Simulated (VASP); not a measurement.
Computed with PBE GGA, VASP's PBE PAW potentials (set 64) (plane waves; VASP).

Input for VASP

INCAR:
```
ALGO = Normal
EDIFF = 1E-6
EDIFFG = -0.02
ENCUT = 620
GGA = PE
IBRION = 2
ISIF = 3
ISMEAR = 0
LASPH = T
LCHARG = F
LMAXMIX = 4
LREAL = F
LWAVE = F
NELM = 100
NSW = 40
PREC = Accurate
SIGMA = 0.05
SYSTEM = TiO2
```

**POSCAR**
```
TiO2
1.0
  4.6451218421   0.0000000000   0.0000000000
  0.0000000000   4.6451218421   0.0000000000
  0.0000000000   0.0000000000   2.9692386625
Ti O
2 4
direct
  1.0000000000   0.0000000000   1.0000000000
  0.5000000000   0.5000000000   0.5000000000
  0.3049495937   0.3049495937   0.0000000000
  0.8049495937   0.1950504063   0.5000000000
  0.1950504063   0.8049495937   0.5000000000
  0.6950504063   0.6950504063   1.0000000000
```

KPOINTS:
```
Regular mesh
0
G
 5 5 7
```

POTCAR, in this order: Ti_sv O (PBE.64 set). Program: vasp_std.

The resulting files:

OUTCAR:
```
 ion  position               nearest neighbor table
   1  0.000  0.000  0.000-   4 1.96   5 1.96   4 1.96   5 1.96   3 2.00   6 2.00
   2  0.500  0.500  0.500-   3 1.96   6 1.96   3 1.96   6 1.96   5 2.00   4 2.00
   3  0.305  0.305  0.000-   2 1.96   2 1.96   1 2.00
   4  0.805  0.195  0.500-   1 1.96   1 1.96   2 2.00
   5  0.195  0.805  0.500-   1 1.96   1 1.96   2 2.00
   6  0.695  0.695  0.000-   2 1.96   2 1.96   1 2.00
  LATTYP: Found a simple tetragonal cell.
 ALAT       =     4.6451218421
 C/A-ratio  =     0.6392165294
 Subroutine PRICEL returns:
 Original cell was already a primitive cell.
 Subroutine GETGRP returns: Found 16 space group operations
The static configuration has the point symmetry D_2h.
 The point group associated with its full space group is D_4h.
The dynamic configuration has the point symmetry D_2h.
 Subroutine INISYM returns: Found 16 space group operations
 Subroutine IBZKPT returns following result:
 Found     24 irreducible k-points:

 Following reciprocal coordinates:
            Coordinates               Weight
  0.000000  0.000000  0.000000      1.000000
  0.200000  0.000000  0.000000      4.000000
  0.400000  0.000000  0.000000      4.000000
  0.200000  0.200000  0.000000      4.000000
  0.400000  0.200000  0.000000      8.000000
  0.400000  0.400000  0.000000      4.000000
  0.000000  0.000000  0.142857      2.000000
  0.200000  0.000000  0.142857      8.000000
  0.400000  0.000000  0.142857      8.000000
  0.200000  0.200000  0.142857      8.000000
  0.400000  0.200000  0.142857     16.000000
  0.400000  0.400000  0.142857      8.000000
  0.000000  0.000000  0.285714      2.000000
  0.200000  0.000000  0.285714      8.000000
  0.400000  0.000000  0.285714      8.000000
  0.200000  0.200000  0.285714      8.000000
  0.400000  0.200000  0.285714     16.000000
  0.400000  0.400000  0.285714      8.000000
  0.000000  0.000000  0.428571      2.000000
  0.200000  0.000000  0.428571      8.000000
  0.400000  0.000000  0.428571      8.000000
  0.200000  0.200000  0.428571      8.000000
  0.400000  0.200000  0.428571     16.000000
  0.400000  0.400000  0.428571      8.000000
   k-points           NKPTS =     24   k-points in BZ     NKDIM =     24   number of bands    NBANDS=     28
   number of dos      NEDOS =    301   number of ions     NIONS =      6
   total plane-waves  NPLWV =  38400
   dimension x,y,z NGX =    40 NGY =   40 NGZ =   24
   dimension x,y,z NGXF=    80 NGYF=   80 NGZF=   48
   ions per type =               2   4
   PREC   = accura    normal or accurate (medium, high low for compatibility)
   ISTART =      0    job   : 0-new  1-cont  2-samecut
   ICHARG =      2    charge: 1-file 2-atom 10-const
   ISPIN  =      1    spin polarized calculation?
   LNONCOLLINEAR =      F non collinear calculations
   LSORBIT =      F    spin-orbit coupling
   INIWAV =      1    electr: 0-lowe 1-rand  2-diag
   ENCUT  =  620.0 eV  45.57 Ry    6.75 a.u.   9.43  9.43  6.03*2*pi/ulx,y,z
   NELM   =    100;   NELMIN=  2; NELMDL= -5     # of ELM steps
   EDIFF  = 0.1E-05   stopping-criterion for ELM
   LREAL  =      F    real-space projection
   NLSPLINE    = F    spline interpolate recip. space projectors
   LMAXMIX     =    4 max onsite mixed and CHGCAR
   VOSKOWN=      0    Vosko Wilk Nusair interpolation
   EDIFFG = -.2E-01   stopping-criterion for IOM
   NSW    =     40    number of steps for IOM
   NBLOCK =      1;   KBLOCK =     40    inner block; outer block
   IBRION =      2    ionic relax: 0-MD 1-quasi-New 2-CG
   NFREE  =      1    steps in history (QN), initial steepest desc. (CG)
   ISIF   =      3    stress and relaxation
   ISYM   =      2    0-nonsym 1-usesym 2-fastsym
   TEIN   =    0.0    initial temperature
   TEBEG  =    0.0;   TEEND  =   0.0 temperature during run
...
```

### OSZICAR
```
       N       E                     dE             d eps       ncg     rms          rms(c)
DAV:   1     0.723889325180E+03    0.72389E+03   -0.27834E+04  1344   0.226E+03
DAV:   2     0.693260329899E+02   -0.65456E+03   -0.63469E+03  1388   0.616E+02
DAV:   3    -0.652739209223E+02   -0.13460E+03   -0.13075E+03  2112   0.230E+02
DAV:   4    -0.711108007340E+02   -0.58369E+01   -0.58308E+01  1828   0.536E+01
DAV:   5    -0.713565329400E+02   -0.24573E+00   -0.24567E+00  1916   0.899E+00    0.316E+01
DAV:   6    -0.542987608572E+02    0.17058E+02   -0.12087E+02  1604   0.103E+02    0.122E+01
DAV:   7    -0.538724403435E+02    0.42632E+00   -0.18904E+01  1660   0.344E+01    0.772E+00
DAV:   8    -0.539234601538E+02   -0.51020E-01   -0.54540E+00  1664   0.210E+01    0.476E+00
DAV:   9    -0.536778395296E+02    0.24562E+00   -0.21989E+00  1696   0.127E+01    0.116E+00
DAV:  10    -0.536880887313E+02   -0.10249E-01   -0.11767E-01  1692   0.273E+00    0.271E-01
DAV:  11    -0.536875779400E+02    0.51079E-03   -0.73197E-03  1728   0.622E-01    0.101E-01
DAV:  12    -0.536875406871E+02    0.37253E-04   -0.62635E-04  1904   0.176E-01    0.798E-02
DAV:  13    -0.536874757817E+02    0.64905E-04   -0.34454E-04  1852   0.151E-01    0.111E-02
DAV:  14    -0.536874778337E+02   -0.20520E-05   -0.14329E-05  1744   0.304E-02    0.607E-03
DAV:  15    -0.536874780063E+02   -0.17265E-06   -0.17639E-06  1092   0.137E-02
   1 F= -.53687478E+02 E0= -.53687478E+02  d E =-.536875E+02
       N       E                     dE             d eps       ncg     rms          rms(c)
DAV:   1    -0.536902515604E+02   -0.27737E-02   -0.99724E-02  1860   0.355E+00    0.492E-01
DAV:   2    -0.536878694347E+02    0.23821E-02   -0.10241E-02  1732   0.981E-01    0.205E-01
DAV:   3    -0.536873528798E+02    0.51655E-03   -0.37903E-03  1592   0.424E-01    0.471E-02
DAV:   4    -0.536873794892E+02   -0.26609E-04   -0.69710E-04  1832   0.131E-01    0.411E-02
DAV:   5    -0.536873981043E+02   -0.18615E-04   -0.35009E-05  1864   0.592E-02    0.249E-02
DAV:   6    -0.536874375723E+02   -0.39468E-04   -0.73305E-05  2228   0.399E-02    0.119E-02
DAV:   7    -0.536874400513E+02   -0.24790E-05   -0.37188E-06  1616   0.147E-02    0.658E-03
DAV:   8    -0.536874413419E+02   -0.12906E-05   -0.13343E-06  1124   0.114E-02    0.103E-03
DAV:   9    -0.536874415770E+02   -0.23512E-06   -0.45009E-07   868   0.470E-03
   2 F= -.53687442E+02 E0= -.53687442E+02  d E =0.364293E-04
       N       E                     dE             d eps       ncg     rms          rms(c)
DAV:   1    -0.536883718301E+02   -0.93049E-03   -0.28020E-02  1860   0.188E+00    0.260E-01
DAV:   2    -0.536877135752E+02    0.65825E-03   -0.29027E-03  1664   0.523E-01    0.108E-01
DAV:   3    -0.536875672102E+02    0.14637E-03   -0.10683E-03  1540   0.224E-01    0.253E-02
DAV:   4    -0.536875714384E+02   -0.42282E-05   -0.19721E-04  1824   0.699E-02    0.218E-02
DAV:   5    -0.536875750781E+02   -0.36397E-05   -0.99709E-06  1784   0.313E-02    0.133E-02
DAV:   6    -0.536875825973E+02   -0.75191E-05   -0.20732E-05  2120   0.217E-02    0.607E-03
DAV:   7    -0.536875828017E+02   -0.20443E-06   -0.82087E-07   852   0.749E-03
   3 F= -.53687583E+02 E0= -.53687583E+02  d E =-.104795E-03
```

**OUTCAR**
```
------------------------ aborting loop because EDIFF is reached ----------------------------------------
  FORCE on cell =-STRESS in cart. coord.  units (eV):
  Direction    XX          YY          ZZ          XY          YZ          ZX
  --------------------------------------------------------------------------------------
  Total        0.0209704      0.0209704      0.0013892      0.0000000      0.0000000      0.0000000
  in kB        0.5251524      0.5251524      0.0347899      0.0000000      0.0000000      0.0000000
  external PRESSURE =       0.3616983 kB  Pullay stress =       0.0000000 kB
  volume of cell :       63.98
      direct lattice vectors                 reciprocal lattice vectors
     4.643470812 -0.000000000  0.000000000     0.215356151 -0.000000000  0.000000000
     0.000000000  4.643470812  0.000000000     0.000000000  0.215356151  0.000000000
     0.000000000  0.000000000  2.967197719     0.000000000  0.000000000  0.337018323
 POSITION                                       TOTAL-FORCE (eV/Angst)
 -----------------------------------------------------------------------------------
      0.00000     -0.00000      0.00000         0.000000      0.000000      0.000000
      2.32174      2.32174      1.48360         0.000000      0.000000      0.000000
      1.41618      1.41618      0.00000        -0.001111     -0.001111      0.000000
      3.73791      0.90556      1.48360        -0.001111      0.001111     -0.000000
      0.90556      3.73791      1.48360         0.001111     -0.001111      0.000000
      3.22729      3.22729      0.00000         0.001111      0.001111     -0.000000
 -----------------------------------------------------------------------------------
    total drift:                                0.000000      0.000000     -0.000000
  FREE ENERGIE OF THE ION-ELECTRON SYSTEM (eV)
  ---------------------------------------------------
  free  energy   TOTEN  =       -53.6875828017 eV

  energy  without entropy=      -53.6875828017  energy(sigma->0) =      -53.68758280

 reached required accuracy - stopping structural energy minimisation
```
(Selected blocks of OUTCAR.)

CONTCAR:
```
TiO2
   1.00000000000000
     4.6434708115694310   -0.0000000000000000    0.0000000000000000
     0.0000000000000000    4.6434708115694310    0.0000000000000000
     0.0000000000000000    0.0000000000000000    2.9671977191410246
  Ti              O
     2     4
Direct
     0.0000000000000000    0.0000000000000000    0.0000000000000000
     0.5000000000000000    0.5000000000000000    0.5000000000000000
     0.3049823748100013    0.3049823748100013    0.0000000000000000
     0.8049823748100012    0.1950176251899987    0.5000000000000000
     0.1950176251899987    0.8049823748100012    0.5000000000000000
     0.6950176251899988    0.6950176251899988    0.0000000000000000
```

The compound is TiO2 in the rutile structure. This run relaxes it. Symmetry was kept, so distortions that lower it aren't found.
